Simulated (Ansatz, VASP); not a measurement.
# ZnSi4S: VASP beside Ansatz, part 2 of 3

Aim: how closely do two programs agree when they are given the same cell, functional and k mesh? The cell is generated by rule, not measured, and may not be a known phase. The cell is taken from a series of runs on this material, whose earlier steps may have relaxed, scaled, displaced or heated it; both programs get it as it stands.

VASP 6.6.1 and Ansatz 0.2.0.

So far: The starting structure; Ansatz: relaxation of cell and atoms, PBEsol, pair 1.

## (3) VASP: relaxation of cell and atoms, PBEsol, pair 1

Level of this step: PBEsol; plane waves and PAW (S, Si, Zn); invented cell (VASP).

The same cell, functional, mesh and smearing now go to VASP, with its own data sets.

Lines of VASP's logs that name or quote its potential files are left out, and so is its time.

INCAR reads:

```
SYSTEM = ZnSi4S
PREC = Accurate
ENCUT = 500
EDIFF = 1E-07
NELM = 120
ISMEAR = 0
SIGMA = 0.1
LREAL = .FALSE.
ALGO = Normal
GGA = PS
NBANDS = 23
LORBIT = 11
LWAVE = .FALSE.
LCHARG = .FALSE.
ISIF = 3
IBRION = 2
NSW = 80
EDIFFG = -0.005
LASPH = .TRUE.
GGA_COMPAT = .FALSE.
NELMIN = 4
EFERMI = MIDGAP
KPAR = 2
```

POSCAR reads:

```
ZnSi4S
1.0
    2.7116700000      2.7116700000      0.0000000000
   -2.7116700000      2.7116700000      0.0000000000
    2.7116700000      0.0000000000      8.1350000000
S Si Zn
1 4 1
Direct
    0.4166665028      0.0833334972      0.1666669945
    0.3333334972      0.6666665028      0.3333330055
    0.7500000000      0.7500000000      0.5000000000
    0.6666665028      0.3333334972      0.6666669945
    0.0833334972      0.4166665028      0.8333330055
    0.0000000000      0.0000000000      0.0000000000
```

KPOINTS reads:

```
Automatic mesh
0
Gamma
6 6 6
0 0 0
```

The projector-augmented-wave data sets are S, Si and Zn (PBE family, release 64).

The run is started by

```console
$ mpirun -np 2 vasp_std
```

Numbers of over 12 decimals in the logs are rounded to 6 here.

What it wrote:

```text
[banner, memory and clock lines left out]
running    2 mpi-ranks, on    1 nodes
 distrk:  each k-point on    1 cores,    2 groups
 distr:  one band on    1 cores,    1 groups

 POSCAR found type information on POSCAR S SiZn
 POSCAR found :  3 types and       6 ions
|                                                                             |
|               ----> ADVICE to this user running VASP <----                  |
|                                                                             |
|     You enforced a specific xc type in the INCAR file but a different       |
|     [... a line on the potential file left out ...]
|     I HOPE YOU KNOW WHAT YOU ARE DOING!                                     |
|                                                                             |

 LDA part: xc-table for (Slater+PW92), standard interpolation
 POSCAR, INCAR and KPOINTS ok, starting setup
 FFT: planning ... GRIDC
 FFT: planning ... GRID_SOFT
 FFT: planning ... GRID
 WAVECAR not read
 entering main loop
       N       E                     dE             d eps       ncg     rms          rms(c)
DAV:   1     0.158303436343E+03    0.15830E+03   -0.14248E+04  2116   0.136E+03
DAV:   2    -0.146400589043E+02   -0.17294E+03   -0.16477E+03  2271   0.271E+02
DAV:   3    -0.297631222901E+02   -0.15123E+02   -0.14747E+02  2777   0.782E+01
DAV:   4    -0.301606339708E+02   -0.39751E+00   -0.39622E+00  2606   0.129E+01
DAV:   5    -0.301689769236E+02   -0.83430E-02   -0.83410E-02  2742   0.199E+00    0.107E+01
DAV:   6    -0.291620901888E+02    0.10069E+01   -0.28446E+00  2854   0.456E+01    0.715E+00
DAV:   7    -0.290450855116E+02    0.11700E+00   -0.13152E+00  2688   0.105E+01    0.306E+00
DAV:   8    -0.290370879448E+02    0.79976E-02   -0.83930E-02  2696   0.298E+00    0.837E-01
DAV:   9    -0.290356750886E+02    0.14129E-02   -0.12734E-02  2648   0.751E-01    0.272E-01
DAV:  10    -0.290355569686E+02    0.11812E-03   -0.27649E-03  2767   0.504E-01    0.117E-01
DAV:  11    -0.290355532725E+02    0.36961E-05   -0.39731E-04  2676   0.239E-01    0.513E-02
DAV:  12    -0.290355693498E+02   -0.16077E-04   -0.91072E-05  2886   0.158E-01    0.122E-02
DAV:  13    -0.290355675628E+02    0.17871E-05   -0.15597E-05  3057   0.676E-02    0.864E-03
DAV:  14    -0.290355678389E+02   -0.27614E-06   -0.30625E-06  2671   0.115E-02    0.248E-03
DAV:  15    -0.290355678181E+02    0.20800E-07   -0.33157E-07  2609   0.460E-03
   1 F= -.29035568E+02 E0= -.29035092E+02  d E =-.290356E+02
[... from here on, the cycles between the ionic steps are left out ...]
   2 F= -.29109138E+02 E0= -.29109069E+02  d E =-.735700E-01
   3 F= -.29113830E+02 E0= -.29113802E+02  d E =-.782624E-01
   4 F= -.29126014E+02 E0= -.29125942E+02  d E =-.121841E-01
   5 F= -.29126219E+02 E0= -.29126137E+02  d E =-.123884E-01
   6 F= -.29131245E+02 E0= -.29131172E+02  d E =-.502664E-02
   7 F= -.29131367E+02 E0= -.29131294E+02  d E =-.514812E-02
   8 F= -.29131826E+02 E0= -.29131762E+02  d E =-.459411E-03
   9 F= -.29131862E+02 E0= -.29131800E+02  d E =-.494919E-03
  10 F= -.29131952E+02 E0= -.29131891E+02  d E =-.906445E-04
  11 F= -.29131961E+02 E0= -.29131899E+02  d E =-.992738E-04
  12 F= -.29131990E+02 E0= -.29131930E+02  d E =-.290888E-04
 trial-energy change:   -0.000029  1 .order   -0.000028   -0.000089    0.000032
 step:   0.9928(harm=  0.9794)  dis= 0.00071  next Energy=   -29.131994 (dE=-0.333E-04)
 bond charge predicted
       N       E                     dE             d eps       ncg     rms          rms(c)
DAV:   1    -0.291320044530E+02   -0.14524E-04   -0.13329E-03  2487   0.268E-01    0.262E-02
DAV:   2    -0.291319976449E+02    0.68081E-05   -0.45671E-05  2678   0.138E-01    0.110E-02
DAV:   3    -0.291319953672E+02    0.22777E-05   -0.43494E-06  2678   0.195E-02    0.592E-03
DAV:   4    -0.291319945877E+02    0.77951E-06   -0.13029E-06  2756   0.925E-03    0.158E-03
DAV:   5    -0.291319945268E+02    0.60940E-07   -0.22824E-07  1833   0.630E-03
  13 F= -.29131995E+02 E0= -.29131934E+02  d E =-.336112E-04
 curvature:  -0.83 expect dE=-0.247E-05 dE for cont linesearch -0.660E-08
 trial: gam= 0.00351 g(F)=  0.744E-06 g(S)=  0.225E-05 ort =-0.945E-06 (trialstep = 0.127E+01)
 search vector abs. value=  0.299E-05
 reached required accuracy - stopping structural energy minimisation
```

OUTCAR, selected parts (step 3):

```text
ion  position               nearest neighbor table
   1  0.417  0.083  0.167-   2 2.35   2 2.35   6 2.35   6 2.35
   2  0.333  0.667  0.333-   1 2.35   1 2.35   3 2.35   3 2.35
   3  0.750  0.750  0.500-   2 2.35   4 2.35   2 2.35   4 2.35
   4  0.667  0.333  0.667-   5 2.35   5 2.35   3 2.35   3 2.35
   5  0.083  0.417  0.833-   4 2.35   4 2.35   6 2.35   6 2.35
   6  0.000  0.000  0.000-   5 2.35   1 2.35   1 2.35   5 2.35

  LATTYP: Found a body centered tetragonal cell.
 ALAT       =     3.8348804907
 C/A-ratio  =     4.2426354718

 Subroutine GETGRP returns: Found  4 space group operations
 (whereof  4 operations were pure point group operations)

The static configuration has the point symmetry C_2v.

 Found     46 irreducible k-points:

   k-points           NKPTS =     46   k-points in BZ     NKDIM =     46   number of bands    NBANDS=     23

   dimension x,y,z NGX =    28 NGY =   28 NGZ =   64
   dimension x,y,z NGXF=    56 NGYF=   56 NGZF=  128

   ENCUT  =  500.0 eV  36.75 Ry    6.06 a.u.   6.99  6.99 15.63*2*pi/ulx,y,z

   NELECT =      34.0000    total number of electrons

 k-points in reciprocal lattice and weights: Automatic mesh
   0.00000000  0.00000000  0.00000000       0.005
   0.16666667  0.00000000  0.00000000       0.019
   0.00000000 -0.16666667  0.00000000       0.019
   0.33333333  0.00000000  0.00000000       0.019
   0.00000000 -0.33333333  0.00000000       0.019
   0.50000000  0.00000000  0.00000000       0.009
   0.00000000  0.50000000  0.00000000       0.009
   0.16666667  0.16666667  0.00000000       0.019
   0.33333333  0.16666667  0.00000000       0.037
[...]
-0.16666667  0.16666667  0.33333333       0.019
   0.00000000  0.00000000  0.50000000       0.005

 average (electrostatic) potential at core
       1 -87.8043       2 -84.9283       3 -83.9757       4 -83.8575       5 -83.4315
       6 -34.2012

 E-fermi :   5.2979

 k-point     1 :       0.0000    0.0000    0.0000
  band No.  band energies     occupation
    ...
     13       2.7565      2.00000
     14       2.9077      2.00000
     15       4.0424      2.00000
     16       4.5985      2.00000
     17       4.7976      2.00000
     18       5.8248      0.00000
     19       6.0408      0.00000
     20       6.5725      0.00000
     21       7.4661      0.00000
     22       7.5137      0.00000
    ...

 k-point     2 :       0.1667    0.0000    0.0000
  band No.  band energies     occupation
    ...
     13       2.0962      2.00000
     14       2.9875      2.00000
     15       3.0697      2.00000
     16       3.9394      2.00000
     17       4.9112      2.00000
     18       6.0337      0.00000
     19       6.4636      0.00000
     20       7.6200      0.00000
     21       7.7263      0.00000
     22       8.1531      0.00000
    ...

 k-point     3 :       0.0000   -0.1667    0.0000
  band No.  band energies     occupation
    ...
     13       2.0666      2.00000
     14       2.9122      2.00000
     15       3.5980      2.00000
     16       4.4511      2.00000
     17       4.6576      2.00000
     18       5.5190      0.00177
     19       6.5265      0.00000
     20       7.1877      0.00000
     21       7.5747      0.00000
     22       8.3435      0.00000
    ...

  Total       -0.0062744     -0.0062744     -0.0121555     -0.0051688      0.0000000      0.0000000
  in kB       -0.0836174     -0.0836174     -0.1619920     -0.0688829      0.0000000      0.0000000
  external PRESSURE =      -0.1097422 kB  Pullay stress =       0.0000000 kB

  energy-cutoff  :      500.00
  volume of cell :      120.22
      direct lattice vectors                 reciprocal lattice vectors
     2.714976563  2.714976563  0.000000000     0.184163652  0.184163652 -0.061454936
    -2.721325483  2.721325483  0.000000000    -0.183733994  0.183733994  0.061454936
     2.718151023 -0.003174460  8.136043008     0.000000000 -0.000000000  0.122909871

 POSITION                                       TOTAL-FORCE (eV/Angst)
 -----------------------------------------------------------------------------------
      1.35749      1.35749      1.48167         0.000000      0.000000      0.000589
     -0.00317      2.71815      2.70501         0.000000     -0.000000     -0.000079
      1.35431      4.07564      4.03680        -0.000000     -0.000000     -0.001279
      2.71498      2.71498      5.40296         0.000000     -0.000000      0.003192
      1.35749      1.35749      6.74413        -0.000000      0.000000     -0.001609
     -0.00317      2.71815      8.10557        -0.000000     -0.000000     -0.000814
 -----------------------------------------------------------------------------------
    total drift:                               -0.000041     -0.000007      0.001014

  FREE ENERGIE OF THE ION-ELECTRON SYSTEM (eV)
  ---------------------------------------------------
  free  energy   TOTEN  =       -29.1319945268 eV

  energy  without entropy=      -29.1318740501  energy(sigma->0) =      -29.13193429

 reached required accuracy - stopping structural energy minimisation

 total charge
# of ion       s       p       d       tot
------------------------------------------
    1        1.339   2.348   0.000   3.687
    2        0.778   0.834   0.000   1.612
    3        0.757   0.943   0.000   1.700
    4        0.754   0.923   0.000   1.676
    5        0.773   0.915   0.000   1.688
    6        0.631   0.477   9.739  10.848
--------------------------------------------------
tot          5.032   6.439   9.739  21.211

[... 3 further parts left out ...]
```

CONTCAR:

```
ZnSi4S
   1.00000000000000
     2.7149765630616418    2.7149765630616418    0.0000000000000000
    -2.7213254831515981    2.7213254831515981    0.0000000000000000
     2.7181510231066204   -0.0031744600449781    8.1360430080948056
  S               Si              Zn
     1     4     1
Direct
     0.4089439269724282    0.0910560730275717    0.1821121461551380
     0.3337634854981315    0.6662365145018684    0.3324730289037423
     0.7519188346548820    0.7480811653451180    0.4961623306902361
     0.6679614855584535    0.3320385144415463    0.6640770289830872
     0.0855397290199722    0.4144602709800277    0.8289205418600608
     0.0018725382961324    0.9981274617038676    0.9962549234077354
```

The run keeps the 4 symmetry operations of its start, so it cannot find a distortion of lower symmetry.

## (4) Side by side

Known differences besides the potentials themselves: the cutoff is 420 eV in Ansatz and 500 eV in VASP; Ansatz makes its cores anew for this functional, VASP keeps those of its PBE data sets; Ansatz adds a Pulay correction to the stress that steers its cell, VASP none. Total energies have different zeros and are not compared.

Both answers:

```
                                         quantity  Ansatz    VASP  difference
                                      volume (Å³)  120.06  120.22     -0.14 %
edge a after relaxation, in the typed setting (Å)   3.836   3.840     -0.09 %
edge b after relaxation, in the typed setting (Å)   3.848   3.849     -0.02 %
edge c after relaxation, in the typed setting (Å)   8.576   8.578     -0.03 %
```

## (5) VASP: relaxation of cell and atoms, PBEsol, pair 2

The relaxed volume is the usual yardstick between codes: in a stiff, nearly cubic crystal its relative difference is about their pressure difference at one cell divided by the bulk modulus.

INCAR, as its differences from that of step 3:

```diff
@@ -21,3 +21,2 @@
 NELMIN = 4
-EFERMI = MIDGAP
 KPAR = 2
```

POSCAR reads:

```
ZnSi4S
1.0
    2.7063940000      2.7063940000      0.0000000000
   -2.7425750000      2.7425750000      0.0000000000
    2.7244850000     -0.0180900000      8.0969130000
S Si Zn
1 4 1
Direct
    0.4083245338      0.0916754324      0.1833508647
    0.3343459415      0.6656541820      0.3313083641
    0.7520412105      0.7479588826      0.4959177652
    0.6684319701      0.3315679074      0.6631358148
    0.0853533636      0.4146464832      0.8292929663
    0.0015029808      0.9984970198      0.9969940396
```

KPOINTS reads:

```
Automatic mesh
0
Gamma
8 8 8
0 0 0
```

The run is started by

```console
$ mpirun -np 2 vasp_std
```

What it wrote:

```text
[banner, memory and clock lines left out]
running    2 mpi-ranks, on    1 nodes
[...]
[... a notice as in an earlier step ...]

 LDA part: xc-table for (Slater+PW92), standard interpolation
 POSCAR, INCAR and KPOINTS ok, starting setup
[...]
entering main loop
       N       E                     dE             d eps       ncg     rms          rms(c)
DAV:   1     0.160271793548E+03    0.16027E+03   -0.14217E+04  4370   0.136E+03
DAV:   2    -0.149180162667E+02   -0.17519E+03   -0.16644E+03  4718   0.274E+02
DAV:   3    -0.298050223870E+02   -0.14887E+02   -0.14526E+02  5615   0.778E+01
DAV:   4    -0.302018283347E+02   -0.39681E+00   -0.39551E+00  5378   0.130E+01
[...]
DAV:  13    -0.290935895204E+02   -0.39235E-05   -0.27133E-05  5517   0.327E-02    0.896E-03
DAV:  14    -0.290935893807E+02    0.13967E-06   -0.62637E-06  5980   0.259E-02    0.284E-03
DAV:  15    -0.290935894785E+02   -0.97818E-07   -0.70706E-07  6089   0.104E-02
   1 F= -.29093589E+02 E0= -.29091231E+02  d E =-.290936E+02
[... from here on, the cycles between the ionic steps are left out ...]
   2 F= -.29093666E+02 E0= -.29091299E+02  d E =-.768590E-04
   3 F= -.29093675E+02 E0= -.29091310E+02  d E =-.854270E-04
   4 F= -.29093675E+02 E0= -.29091309E+02  d E =-.854849E-04
   5 F= -.29093689E+02 E0= -.29091321E+02  d E =-.138117E-04
   6 F= -.29093692E+02 E0= -.29091322E+02  d E =-.170710E-04
   7 F= -.29093696E+02 E0= -.29091325E+02  d E =-.405406E-05
 trial-energy change:   -0.000004  1 .order   -0.000004   -0.000007   -0.000001
 step:   1.3642(harm=  1.3642)  dis= 0.00045  next Energy=   -29.093696 (dE=-0.413E-05)
 reached required accuracy - stopping structural energy minimisation
```

OUTCAR, selected parts (step 5):

```text
  Total        0.0050264      0.0050264      0.0029795     -0.0056398      0.0000000      0.0000000
  in kB        0.0668984      0.0668984      0.0396550     -0.0750623      0.0000000      0.0000000
  external PRESSURE =       0.0578172 kB  Pullay stress =       0.0000000 kB

 POSITION                                       TOTAL-FORCE (eV/Angst)
 -----------------------------------------------------------------------------------
      1.35399      1.35399      1.48778        -0.000000     -0.000000     -0.000336
     -0.01815      2.72613      2.68261         0.000000      0.000000      0.001848
      1.33585      4.08013      4.01601         0.000000      0.000000      0.000610
      2.70799      2.70799      5.37048        -0.000000     -0.000000     -0.002706
      1.35399      1.35399      6.71635        -0.000000     -0.000000     -0.000647
     -0.01815      2.72613      8.07457         0.000000      0.000000      0.001232
 -----------------------------------------------------------------------------------
    total drift:                                0.000048     -0.000007      0.000564

  FREE ENERGIE OF THE ION-ELECTRON SYSTEM (eV)
  ---------------------------------------------------
  free  energy   TOTEN  =       -29.0936960884 eV

  energy  without entropy=      -29.0889542588  energy(sigma->0) =      -29.09132517

[... 1 part as in an earlier step ...]

[... 3 further parts left out ...]
[key lines of the parts left out:]
E-fermi :   5.2397
```

## (6) Ansatz: relaxation of cell and atoms, PBEsol, pair 2

The same cell, functional, mesh and smearing now go to Ansatz, which takes its cutoff from its data sets.

The cell is taken from a series of runs on this material, whose earlier steps may have relaxed, scaled, displaced or heated it; both programs get it as it stands.

input.yaml reads:

```yaml
crystal:
  lattice:
    - [2.7063941484, 2.7063941484, 0.0]
    - [-2.7425749646, 2.7425749646, 0.0]
    - [2.7244845565, -0.0180904081, 8.0969126187]
  atoms:
    - { symbol: S, position: [0.4083245391, 0.0916754609, 0.1833509217] }
    - { symbol: Si, position: [0.3343458147, 0.6656541853, 0.3313083706] }
    - { symbol: Si, position: [0.7520411233, 0.7479588767, 0.4959177534] }
    - { symbol: Si, position: [0.6684320733, 0.3315679267, 0.6631358535] }
    - { symbol: Si, position: [0.085353467, 0.414646533, 0.8292930659] }
    - { symbol: Zn, position: [0.0015029826, -0.0015029826, -0.0030059653] }
kpoints:
  mp_grid: { grid: [8, 8, 8] }
hamiltonian:
  xc: pbesol
scf:
  occupations: { method: gaussian, width: 0.1 }
output:
  forces: true
  stress: true
  eigenvalues: true
  write_density: true
  write_potential: true
  elf: true
  volumetric_format: npy
relax:
  adjacent_minimum: "off"
  f_tol: 0.005
  max_steps: 80
  cell: { stress_tol: 0.05 }
```

The run is started by

```console
$ ansatz run input.yaml --threads 8 --pin off --max-ram 14336MiB --backend cpu --events-out ev --progress --plain --runs-dir out
```

What it wrote:

```text
[...]
Crystal: 6 atoms, lattice volume = 120.198 Å³
Basis set: ecut = 420 eV, 2351 PW (Γ), exchange–correlation on 54×54×120 points (8 copies of the dense FFT grid, shifted against one another)
Bands: 23, of which v1, the nominal top of the filled ones, is band 17 counted from 1 (16 counted from 0)
Symmetry: 4 space group operations
[...]
k-points: 95 of 512 (time reversal used)
[...]
- [-2.743639, 2.743639, 1.0277108004778368e-19]
    - [2.724980, -0.018658, 8.093341]
  atoms:
    - { symbol: S, position: [0.408276, 0.091724, 0.183449] }
    - { symbol: Si, position: [0.334468, 0.665532, 0.331064] }
    - { symbol: Si, position: [0.752109, 0.747891, 0.495782] }
    - { symbol: Si, position: [0.668476, 0.331524, 0.663048] }
    - { symbol: Si, position: [0.085314, 0.414686, 0.829372] }
    - { symbol: Zn, position: [0.00135735, -0.00135735, -0.0027147] }
[key lines of the parts left out:]
SCF converged after 5 iterations
Free energy (F): -6651.923574 eV
Fermi energy:    6.719476 eV
P = ⅓ Tr σ = -0.0032 GPa (-0.032 kbar)
```

## (7) Side by side

Compared:

```
                                         quantity  Ansatz    VASP  difference
                                      volume (Å³)  120.19  120.38     -0.16 %
edge a after relaxation, in the typed setting (Å)   3.827   3.830     -0.06 %
edge b after relaxation, in the typed setting (Å)   3.880   3.881     -0.02 %
edge c after relaxation, in the typed setting (Å)   8.540   8.546     -0.07 %
```

(Continued in part 3 of 3.)

[Lines on the potential files, build, host, timing and source positions are cut from VASP's logs without a mark.]

[Logs are printed without paths, hosts, clocks, repeated set-up lines and the standing remarks that a program may print on its own settings, such as how far it seeks lower states.]

[Hosts, paths, dates, database ids (printed as entryN), source tags and the programs' standing remarks are cut or masked in the printed files.]
